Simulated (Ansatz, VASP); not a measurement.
# H16C6Br2N2O (H16C6Br2N2O (Pca2_1)): VASP beside Ansatz

Wanted: the spread between two codes on one cell, functional and k mesh. Of the first pair: The structure shown is the start of the Ansatz relaxation below; VASP solves that cell, so the two are compared at the walk's first step.

Program: Ansatz 0.2.0. Level of theory: plane waves, with VASP 6.6.1 beside it; single point at PBE with D4. Results are calculated unless marked as measured.

## (1) The structure

The cell holds 108 atoms: 64 H, 24 C, 8 Br, 8 N and 4 O. Its edges and angles: a = 12.383 Å, b = 8.319 Å, c = 9.881 Å, α = 90.0°, β = 90.0°, γ = 90.0°. It derives from H16C6Br2N2O (Pca2_1), repeated 1×1×1. As first built, before any earlier steps moved the atoms (in the runner's words): H16C6Br2N2O, space group Pca2_1, measured structure (Crystallography Open Database), 1 x 1 x 1 conventional cells; every coordinate displaced by a Gaussian of 0.02 A; bonds to H set to neutron lengths (C-H 1.089, N-H 1.015, O-H 0.983, B-H 1.19 A) where the measured ones are shorter.

## (2) Ansatz: relaxation, PBE with D4

Ansatz runs on its default PAW (the set named soft_2) files.

The two programs are compared at the cell with which this relaxation starts, whose forces are those of its first step.

Input file input.yaml:

```yaml
crystal:
  lattice:
    - [12.3828, 0.0, 0.0]
    - [0.0, 8.3185, 0.0]
    - [0.0, 0.0, 9.8806]
  atoms:
    - { symbol: H, position: [0.21976, 0.73924, 0.1898] }
    - { symbol: H, position: [0.78221, 0.26279, 0.68835] }
    - { symbol: H, position: [0.72125, 0.26899, 0.19088] }
    - { symbol: H, position: [0.27919, 0.7382, 0.69172] }
    - { symbol: H, position: [0.09527, 0.68278, 0.11521] }
    - { symbol: H, position: [0.90292, 0.31178, 0.61405] }
    - { symbol: H, position: [0.59669, 0.32494, 0.11473] }
    - { symbol: H, position: [0.40024, 0.67931, 0.61499] }
    - { symbol: H, position: [0.13987, 0.4768, 0.26912] }
    - { symbol: H, position: [0.85954, 0.52291, 0.77266] }
    - { symbol: H, position: [0.64085, 0.52466, 0.27173] }
    - { symbol: H, position: [0.35804, 0.47751, 0.77619] }
    - { symbol: H, position: [0.17086, 0.61769, 0.39971] }
    - { symbol: H, position: [0.83291, 0.38259, 0.8997] }
    - { symbol: H, position: [0.67002, 0.38829, 0.40291] }
    - { symbol: H, position: [0.32759, 0.61378, 0.90276] }
    - { symbol: H, position: [0.95476, 0.63507, 0.28805] }
    - { symbol: H, position: [0.04029, 0.36278, 0.78837] }
    - { symbol: H, position: [0.45645, 0.36218, 0.28825] }
    - { symbol: H, position: [0.54417, 0.63738, 0.78786] }
    - { symbol: H, position: [0.97816, 0.47028, 0.36662] }
    - { symbol: H, position: [0.02092, 0.53548, 0.8663] }
    - { symbol: H, position: [0.48062, 0.53333, 0.36678] }
    - { symbol: H, position: [0.51845, 0.46923, 0.86607] }
    - { symbol: H, position: [0.03659, 0.6418, 0.56512] }
    - { symbol: H, position: [0.96123, 0.36278, 0.06417] }
    - { symbol: H, position: [0.54058, 0.3583, 0.56732] }
    - { symbol: H, position: [0.46093, 0.64155, 0.06361] }
    - { symbol: H, position: [0.90493, 0.60383, 0.53274] }
    - { symbol: H, position: [0.09922, 0.39635, 0.03207] }
    - { symbol: H, position: [0.39935, 0.39588, 0.53408] }
    - { symbol: H, position: [0.59959, 0.5995, 0.03334] }
    - { symbol: H, position: [0.93409, 0.87187, 0.3843] }
    - { symbol: H, position: [0.06839, 0.1249, 0.88437] }
    - { symbol: H, position: [0.43351, 0.1267, 0.3841] }
    - { symbol: H, position: [0.56771, 0.87235, 0.88151] }
    - { symbol: H, position: [0.87885, 0.86821, 0.544] }
    - { symbol: H, position: [0.12098, 0.12895, 0.0435] }
    - { symbol: H, position: [0.37936, 0.13375, 0.54536] }
    - { symbol: H, position: [0.62325, 0.86699, 0.04305] }
    - { symbol: H, position: [0.01926, 0.06706, 0.52191] }
    - { symbol: H, position: [0.98218, 0.9352, 0.02155] }
    - { symbol: H, position: [0.52017, 0.92996, 0.51897] }
    - { symbol: H, position: [0.483, 0.06472, 0.02078] }
    - { symbol: H, position: [0.04588, 0.93352, 0.63611] }
    - { symbol: H, position: [0.95025, 0.06391, 0.13931] }
    - { symbol: H, position: [0.54549, 0.06761, 0.64] }
    - { symbol: H, position: [0.45251, 0.94243, 0.13789] }
    - { symbol: H, position: [0.17643, 0.80501, 0.49303] }
    - { symbol: H, position: [0.82235, 0.19937, 0.99049] }
    - { symbol: H, position: [0.67728, 0.19855, 0.48895] }
    - { symbol: H, position: [0.32087, 0.80293, 0.99014] }
    - { symbol: H, position: [0.20523, 0.00489, 0.53253] }
    - { symbol: H, position: [0.79231, 0.99695, 0.03638] }
    - { symbol: H, position: [0.70796, 0.9907, 0.53453] }
    - { symbol: H, position: [0.29327, 0.00775, 0.03734] }
    - { symbol: H, position: [0.13845, 0.09623, 0.32036] }
    - { symbol: H, position: [0.86406, 0.9056, 0.81767] }
    - { symbol: H, position: [0.63485, 0.90563, 0.31605] }
    - { symbol: H, position: [0.3627, 0.09838, 0.81941] }
    - { symbol: H, position: [0.24454, 0.96608, 0.29655] }
    - { symbol: H, position: [0.75892, 0.0397, 0.7992] }
    - { symbol: H, position: [0.74383, 0.03683, 0.29573] }
    - { symbol: H, position: [0.26052, 0.95442, 0.79628] }
    - { symbol: C, position: [0.13603, 0.72123, 0.20887] }
    - { symbol: C, position: [0.86931, 0.27463, 0.7042] }
    - { symbol: C, position: [0.63363, 0.27546, 0.20988] }
    - { symbol: C, position: [0.36625, 0.71986, 0.70758] }
    - { symbol: C, position: [0.12051, 0.59053, 0.31303] }
    - { symbol: C, position: [0.88455, 0.40671, 0.81518] }
    - { symbol: C, position: [0.61836, 0.40569, 0.31218] }
    - { symbol: C, position: [0.37791, 0.5925, 0.81362] }
    - { symbol: C, position: [0.97249, 0.66248, 0.491] }
    - { symbol: C, position: [0.0275, 0.33599, 0.99272] }
    - { symbol: C, position: [0.47344, 0.33645, 0.49435] }
    - { symbol: C, position: [0.52645, 0.65809, 0.99327] }
    - { symbol: C, position: [0.95095, 0.84519, 0.48571] }
    - { symbol: C, position: [0.04671, 0.15684, 0.98758] }
    - { symbol: C, position: [0.45298, 0.15619, 0.48693] }
    - { symbol: C, position: [0.54584, 0.84447, 0.98938] }
    - { symbol: C, position: [0.1495, 0.92921, 0.48239] }
    - { symbol: C, position: [0.84354, 0.07351, 0.97673] }
    - { symbol: C, position: [0.6507, 0.07044, 0.48109] }
    - { symbol: C, position: [0.34772, 0.92851, 0.97921] }
    - { symbol: C, position: [0.15606, 0.97056, 0.33093] }
    - { symbol: C, position: [0.84096, 0.02435, 0.83078] }
    - { symbol: C, position: [0.65719, 0.03039, 0.32788] }
    - { symbol: C, position: [0.34275, 0.97472, 0.833] }
    - { symbol: Br, position: [0.41896, 0.77499, 0.33661] }
    - { symbol: Br, position: [0.58141, 0.22094, 0.83817] }
    - { symbol: Br, position: [0.91947, 0.2234, 0.3324] }
    - { symbol: Br, position: [0.08256, 0.77993, 0.83426] }
    - { symbol: Br, position: [0.32898, 0.32824, 0.12491] }
    - { symbol: Br, position: [0.6677, 0.678, 0.62078] }
    - { symbol: Br, position: [0.82789, 0.67856, 0.12339] }
    - { symbol: Br, position: [0.1724, 0.32256, 0.61958] }
    - { symbol: "N", position: [0.00314, 0.58572, 0.35827] }
    - { symbol: "N", position: [0.00074, 0.41689, 0.8635] }
    - { symbol: "N", position: [0.50149, 0.41596, 0.36149] }
    - { symbol: "N", position: [0.49992, 0.5814, 0.86215] }
    - { symbol: "N", position: [0.04084, 0.95175, 0.53437] }
    - { symbol: "N", position: [0.95746, 0.05157, 0.03917] }
    - { symbol: "N", position: [0.54099, 0.05418, 0.53654] }
    - { symbol: "N", position: [0.45944, 0.94963, 0.0348] }
    - { symbol: O, position: [0.0922, 0.87867, 0.24672] }
    - { symbol: O, position: [0.90636, 0.12438, 0.74298] }
    - { symbol: O, position: [0.59278, 0.12767, 0.24173] }
    - { symbol: O, position: [0.40755, 0.87366, 0.74311] }
kpoints:
  mp_grid: { grid: [1, 1, 1] }
hamiltonian:
  xc: pbe
  dispersion: d4
scf:
  occupations: { method: fermi_dirac, width: 0.05 }
output:
  forces: true
relax:
  f_tol: 0.05
  max_steps: 150
  cell: {}
```

The run is started by

```bash
$ ansatz run input.yaml --threads 4 --pin off --max-ram 8192MiB --backend cpu --events-out ev --progress --plain --runs-dir out
```

Numbers of over 12 decimals in the logs are rounded to 6 here.

The program printed:

```text
Engine: ansatz 0.2.0, aarch64-unknown-linux-gnu
Pseudopotentials: kind: paw
Pseudopotential: H, paw, valence charge 1, recommended cutoff 420 eV (normal), H.paw.azcp
Pseudopotential: C, paw, valence charge 4, recommended cutoff 420 eV (normal), C.paw.azcp
Pseudopotential: Br, paw, valence charge 7, recommended cutoff 420 eV (normal), Br.paw.azcp
Pseudopotential: N, paw, valence charge 5, recommended cutoff 420 eV (normal), N.paw.azcp
Pseudopotential: O, paw, valence charge 6, recommended cutoff 420 eV (normal), O.paw.azcp
Functional definition: PBE
  parameter kappa = 0.804
  parameter beta = 0.066725
  exchange = pbe_x(kappa = kappa, mu = beta*pi^2/3)
  correlation = pbe_c(beta = beta)
Crystal: 108 atoms, lattice volume = 1017.764 Å³
Basis set: ecut = 420 eV, 19927 PW (Γ), exchange–correlation on 180×120×144 points (8 copies of the dense FFT grid, shifted against one another)
Bands: 248, of which v1, the nominal top of the filled ones, is band 140 counted from 1 (139 counted from 0)
Symmetry: 1 space group operations
Space group: P1 (ITA 1), of the structure as read, at distance tolerance 1.0e-4 Å
k-points: 1
Non-local potential: H, projectors of the file, l = 0: 2, l = 1: 1
Non-local potential: C, projectors of the file, l = 0: 2, l = 1: 2, l = 2: 1
Non-local potential: Br, projectors of the file, l = 0: 2, l = 1: 2, l = 2: 2
Non-local potential: N, projectors of the file, l = 0: 2, l = 1: 2, l = 2: 1
Non-local potential: O, projectors of the file, l = 0: 2, l = 1: 2, l = 2: 1
PAW form: soft (Blöchl's): semilocal exchange-correlation on the pseudo side does not see the compensation charge
PAW one-centre angular grid: H, 110 points (default); XC on 64 Gauss nodes
PAW one-centre angular grid: C, 110 points (default); XC on 64 Gauss nodes
PAW one-centre angular grid: Br, 110 points (default); XC on 64 Gauss nodes
PAW one-centre angular grid: N, 110 points (default); XC on 64 Gauss nodes
PAW one-centre angular grid: O, 110 points (default); XC on 64 Gauss nodes
Initial density: superposition of atomic densities (neutral atoms: chi_scale 0, normalization atom), corrected by the library's trained network
Initial wavefunctions: pseudopotential atomic-orbital guess
Functional: x = pbe(κ = 0.804, μ = 0.219515), c = pbe(β = 0.066725)
SCF iter   1: F=—  HF=-34668.886141 eV  |F-HF|=—  |Δ(HF+E_count)|=         —  Δρ=4.32e-3  dr2=2.91e-1  ethr=1.77e-3  ⟨swp⟩=6.0  Hψ=1179  notcnv=0  defer=61
preconditioner: auto → Resta (q_TF=auto, 2.200 Å⁻¹)  ε∞=2.5  [insulator: Δε(μ)=4.897 eV  Ē_g=15.536 eV  σ=0.050 eV  W_gap=1.00  n_scr=182 (ndim 8)  ℏωp=19.1 eV  f_vac=0.072  D(μ)=0.00/eV (n_scr^D=0)  ε∞_Penn≈2.5]
SCF iter   2: F=—  HF=-34668.830158 eV  |F-HF|=—  |Δ(HF+E_count)|=   5.60e-2  Δρ=2.20e-3  dr2=3.76e-2  ethr=1.04e-4  ⟨swp⟩=2.0  Hψ=426  notcnv=0  defer=101
SCF iter   3: F=—  HF=-34668.829175 eV  |F-HF|=—  |Δ(HF+E_count)|=   9.83e-4  Δρ=7.94e-4  dr2=6.37e-3  ethr=1.34e-5  ⟨swp⟩=2.0  Hψ=241  notcnv=0  defer=101
SCF iter   4: F=—  HF=-34668.830195 eV  |F-HF|=—  |Δ(HF+E_count)|=   1.02e-3  Δρ=3.16e-4  dr2=8.69e-4  ethr=2.28e-6  ⟨swp⟩=2.0  Hψ=287  notcnv=0  defer=101
SCF iter   5: F=—  HF=-34668.830297 eV  |F-HF|=—  |Δ(HF+E_count)|=   1.02e-4  Δρ=9.86e-5  dr2=8.91e-5  ethr=3.10e-7  ⟨swp⟩=2.0  Hψ=282  notcnv=0  defer=101
SCF iter   6: F=—  HF=-34668.831871 eV  |F-HF|=—  |Δ(HF+E_count)|=   1.57e-3  Δρ=3.82e-5  dr2=1.38e-5  ethr=3.18e-8  ⟨swp⟩=2.0  Hψ=387  notcnv=0  defer=101
SCF iter   7: F=—  HF=-34668.831877 eV  |F-HF|=—  |Δ(HF+E_count)|=   6.49e-6  Δρ=1.14e-5  dr2=1.28e-6  ethr=4.91e-9  ⟨swp⟩=2.0  Hψ=286  notcnv=0  defer=101
SCF iter   8: F=—  HF=-34668.831879 eV  |F-HF|=—  |Δ(HF+E_count)|=   1.37e-6  Δρ=4.10e-6  dr2=1.67e-7  ethr=4.56e-10  ⟨swp⟩=2.0  Hψ=287  notcnv=0  defer=101
SCF iter   9: F=-34668.831879 eV  HF=-34668.831879 eV  |F-HF|=5.17e-10  |Δ(HF+E_count)|=   1.55e-7  Δρ=2.07e-6  dr2=3.84e-8  ethr=3.57e-11  ⟨swp⟩=4.0  Hψ=638  notcnv=0
SCF 1 converged in 9 iterations: F = -34668.831879 eV  dr2 = 3.84e-8
  greatest PAW one-centre occupation: 0.914 electrons in one spin orbital (limit 2), on the Br atom at site 88 (counted from 0), in its partial waves of l = 0
relax step   1: F+E_penalty+E_count = -34668.83187897 eV  Δ(F+E_penalty+E_count) = +0.000e0 eV  max|allowed force component| = 4.057e0 eV/Å  Δτ_max = 0.0000 Å  P = +2.185 GPa  Ω = 1017.764 Å³  (9 SCF iters, dr2 threshold 1.00e-7 eV, accepted)
Crystal: 108 atoms, lattice volume = 1024.911 Å³
Basis set: ecut = 420 eV, 20035 PW (Γ), exchange–correlation on 180×120×144 points (8 copies of the dense FFT grid, shifted against one another)
Initial density: handed on by an earlier stage of this run
Initial wavefunctions: those handed on with the density
iter 1 solved again at ethr=3.95e-4 eV; its pass at ethr=3.10e-3 eV (dr2=1.11e0 eV) is discarded
[...]
- { symbol: H, position: [0.774685, 0.274438, 0.694398] }
    - { symbol: H, position: [0.724488, 0.273146, 0.194267] }
    - { symbol: H, position: [0.275293, 0.726282, 0.693592] }
    - { symbol: H, position: [0.099181, 0.693226, 0.113670] }
    - { symbol: H, position: [0.900793, 0.309879, 0.613648] }
    - { symbol: H, position: [0.597930, 0.307806, 0.114076] }
    - { symbol: H, position: [0.401756, 0.690900, 0.613523] }
    - { symbol: H, position: [0.135392, 0.473866, 0.264602] }
    - { symbol: H, position: [0.865408, 0.528662, 0.765129] }
    - { symbol: H, position: [0.634108, 0.527320, 0.264928] }
    - { symbol: H, position: [0.365562, 0.471905, 0.764562] }
    - { symbol: H, position: [0.165902, 0.596387, 0.402002] }
    - { symbol: H, position: [0.834678, 0.405646, 0.902182] }
    - { symbol: H, position: [0.664744, 0.404692, 0.402324] }
    - { symbol: H, position: [0.334590, 0.594636, 0.901622] }
    - { symbol: H, position: [0.948881, 0.630844, 0.277872] }
    - { symbol: H, position: [0.051496, 0.370452, 0.778325] }
    - { symbol: H, position: [0.447793, 0.370026, 0.278026] }
    - { symbol: H, position: [0.551761, 0.629327, 0.778487] }
    - { symbol: H, position: [0.978356, 0.461667, 0.359410] }
    - { symbol: H, position: [0.022492, 0.539614, 0.859845] }
    - { symbol: H, position: [0.477146, 0.539078, 0.359608] }
    - { symbol: H, position: [0.522356, 0.460148, 0.860057] }
    - { symbol: H, position: [0.031127, 0.619474, 0.561099] }
[...]
- { symbol: H, position: [0.132405, 0.096791, 0.323240] }
    - { symbol: H, position: [0.868434, 0.905343, 0.822408] }
    - { symbol: H, position: [0.632864, 0.904354, 0.323598] }
    - { symbol: H, position: [0.367735, 0.095024, 0.822055] }
    - { symbol: H, position: [0.245183, 0.965439, 0.305687] }
    - { symbol: H, position: [0.755109, 0.035565, 0.804221] }
    - { symbol: H, position: [0.745090, 0.036748, 0.306283] }
    - { symbol: H, position: [0.255121, 0.963396, 0.804662] }
    - { symbol: C, position: [0.137817, 0.723095, 0.209790] }
    - { symbol: C, position: [0.862330, 0.279618, 0.709735] }
    - { symbol: C, position: [0.636896, 0.278101, 0.210049] }
    - { symbol: C, position: [0.362888, 0.721015, 0.709384] }
    - { symbol: C, position: [0.115832, 0.590279, 0.311584] }
    - { symbol: C, position: [0.884700, 0.411899, 0.811830] }
    - { symbol: C, position: [0.614718, 0.410774, 0.311847] }
    - { symbol: C, position: [0.384866, 0.588460, 0.811481] }
    - { symbol: C, position: [0.970684, 0.657734, 0.487039] }
    - { symbol: C, position: [0.029644, 0.343274, 0.987445] }
    - { symbol: C, position: [0.469671, 0.342663, 0.487249] }
    - { symbol: C, position: [0.529602, 0.656379, 0.987525] }
    - { symbol: C, position: [0.951669, 0.838746, 0.484938] }
    - { symbol: C, position: [0.048095, 0.162140, 0.985364] }
    - { symbol: C, position: [0.450933, 0.161617, 0.484968] }
    - { symbol: C, position: [0.548779, 0.837310, 0.985052] }
    - { symbol: C, position: [0.152078, 0.922313, 0.480918] }
    - { symbol: C, position: [0.847566, 0.079350, 0.980025] }
    - { symbol: C, position: [0.651498, 0.078781, 0.481328] }
    - { symbol: C, position: [0.348352, 0.921067, 0.980118] }
    - { symbol: C, position: [0.159848, 0.971634, 0.334480] }
    - { symbol: C, position: [0.840411, 0.030208, 0.833506] }
    - { symbol: C, position: [0.659746, 0.029726, 0.334921] }
    - { symbol: C, position: [0.340467, 0.969854, 0.833561] }
    - { symbol: Br, position: [0.423257, 0.780706, 0.338052] }
    - { symbol: Br, position: [0.577082, 0.219077, 0.838326] }
    - { symbol: Br, position: [0.922911, 0.220731, 0.338312] }
    - { symbol: Br, position: [0.077320, 0.780697, 0.838070] }
    - { symbol: Br, position: [0.330701, 0.319169, 0.123356] }
    - { symbol: Br, position: [0.669291, 0.680685, 0.624097] }
    - { symbol: Br, position: [0.830956, 0.681870, 0.123699] }
    - { symbol: Br, position: [0.169071, 0.319964, 0.623558] }
    - { symbol: N, position: [0.000484517, 0.584530, 0.354491] }
    - { symbol: N, position: [7.308605693829594e-5, 0.416863, 0.854876] }
    - { symbol: N, position: [0.499341, 0.416223, 0.354719] }
    - { symbol: N, position: [0.500140, 0.582981, 0.854936] }
    - { symbol: N, position: [0.041770, 0.940322, 0.539192] }
    - { symbol: N, position: [0.957630, 0.061131, 0.039311] }
    - { symbol: N, position: [0.541111, 0.059994, 0.539142] }
    - { symbol: N, position: [0.458694, 0.939525, 0.038465] }
    - { symbol: O, position: [0.095508, 0.877971, 0.244610] }
    - { symbol: O, position: [0.904638, 0.124491, 0.744027] }
    - { symbol: O, position: [0.595097, 0.123014, 0.245022] }
    - { symbol: O, position: [0.404980, 0.876064, 0.744024] }
```

The column dr2 measures how far the density is from self-consistency, as an energy; F and HF (Harris–Foulkes) agree once it is small.

## (3) VASP: single point, PBE with D4, start cell, pair 1

The same cell, functional, mesh and smearing now go to VASP, with its own data sets.

Lines of VASP's logs that name or quote its potential files are left out, and so is its time.

Input file INCAR:

```
SYSTEM = H16C6Br2N2O
PREC = Accurate
ENCUT = 520
EDIFF = 1E-06
NELM = 120
ISMEAR = -1
SIGMA = 0.05
LREAL = Auto
ALGO = Normal
GGA = PE
IVDW = 13
NBANDS = 216
LORBIT = 11
LWAVE = .FALSE.
LCHARG = .FALSE.
ISIF = 2
LASPH = .TRUE.
GGA_COMPAT = .FALSE.
EFERMI = MIDGAP
NCORE = 2
```

Input file POSCAR:

```
H16C6Br2N2O
1.0
   12.3828000000      0.0000000000      0.0000000000
    0.0000000000      8.3185000000      0.0000000000
    0.0000000000      0.0000000000      9.8806000000
H C Br N O
64 24 8 8 4
Direct
    0.2197564363      0.7392438541      0.1897961662
    0.7822140388      0.2627877622      0.6883488857
    0.7212504442      0.2689908036      0.1908790964
    0.2791937203      0.7381979924      0.6917191264
    0.0952692444      0.6827793472      0.1152055543
    0.9029217947      0.3117749594      0.6140517782
    0.5966905708      0.3249383903      0.1147298747
    0.4002406564      0.6793051632      0.6149930166
    0.1398714346      0.4768047124      0.2691233326
    0.8595390380      0.5229067741      0.7726555068
    0.6408485964      0.5246618982      0.2717345100
    0.3580369545      0.4775139749      0.7761876809
    0.1708579643      0.6176954980      0.3997125681
    0.8329133960      0.3825930156      0.8997024472
    0.6700180896      0.3882911583      0.4029107544
    0.3275914979      0.6137765222      0.9027589418
    0.9547598281      0.6350664182      0.2880493087
    0.0402897568      0.3627817515      0.7883731757
    0.4564476532      0.3621806816      0.2882517256
    0.5441661014      0.6373745267      0.7878570127
    0.9781632587      0.4702770932      0.3666174119
    0.0209161094      0.5354811565      0.8663036658
    0.4806182770      0.5333293262      0.3667793454
    0.5184530155      0.4692312316      0.8660708864
    0.0365910779      0.6417984012      0.5651175030
    0.9612284782      0.3627817515      0.0641661438
    0.5405804826      0.3582977700      0.5673238467
    0.4609296766      0.6415459518      0.0636094974
    0.9049326485      0.6038348260      0.5327409267
    0.0992182705      0.3963454950      0.0320729510
[... 72 atom lines left out ...]
    0.5409923442      0.0541804412      0.5365362427
    0.4594437445      0.9496303420      0.0347954578
    0.0922004716      0.8786680291      0.2467157865
    0.9063620506      0.1243854060      0.7429811955
    0.5927819233      0.1276672477      0.2417262110
    0.4075491811      0.8736551061      0.7431127664
```

Input file KPOINTS:

```
Automatic mesh
0
Gamma
1 1 1
0 0 0
```

Potentials, in the order of the species: H, C, Br, N and O (PBE family, release 64).

The run is started by

```bash
$ mpirun -np 8 vasp_gam
```

The program printed:

```text
[banner, memory and clock lines left out]
running    8 mpi-ranks, on    1 nodes
[...]
LDA part: xc-table for (Slater+PW92), standard interpolation
 POSCAR, INCAR and KPOINTS ok, starting setup
[...]
entering main loop
       N       E                     dE             d eps       ncg     rms          rms(c)
DAV:   1     0.211575523968E+04    0.21158E+04   -0.14437E+05   432   0.121E+03
DAV:   2    -0.345349021141E+03   -0.24611E+04   -0.23442E+04   552   0.281E+02
DAV:   3    -0.593423872429E+03   -0.24807E+03   -0.24579E+03   544   0.920E+01
DAV:   4    -0.599465288297E+03   -0.60414E+01   -0.60092E+01   552   0.160E+01
[...]
DAV:  15    -0.564290098380E+03   -0.15817E-04   -0.24305E-05   472   0.137E-02    0.512E-03
DAV:  16    -0.564290099399E+03   -0.10186E-05   -0.47763E-06   560   0.469E-03    0.255E-03
DAV:  17    -0.564290099474E+03   -0.75177E-07   -0.56035E-07   344   0.240E-03
   1 F= -.57122761E+03 E0= -.57122761E+03  d E =-.603879E-20
```

Parts of OUTCAR (step 3):

```text
  FREE ENERGIE OF THE ION-ELECTRON SYSTEM (eV)
  ---------------------------------------------------
  free  energy   TOTEN  =      -571.2276137375 eV

  energy  without entropy=     -571.2276137375  energy(sigma->0) =     -571.22761374
```

The run ends at a pressure of 2.18 GPa, with forces up to 5.1 eV/Å.

(Part 1 of 2 ends here.)

[Lines on the potential files, build, host, timing and source positions are cut from VASP's logs without a mark.]

[Logs are printed without paths, hosts, clocks, repeated set-up lines and the standing remarks that a program may print on its own settings, such as how far it seeks lower states.]

[Hosts, paths, dates, database ids (printed as entryN), source tags and the programs' standing remarks are cut or masked in the printed files.]
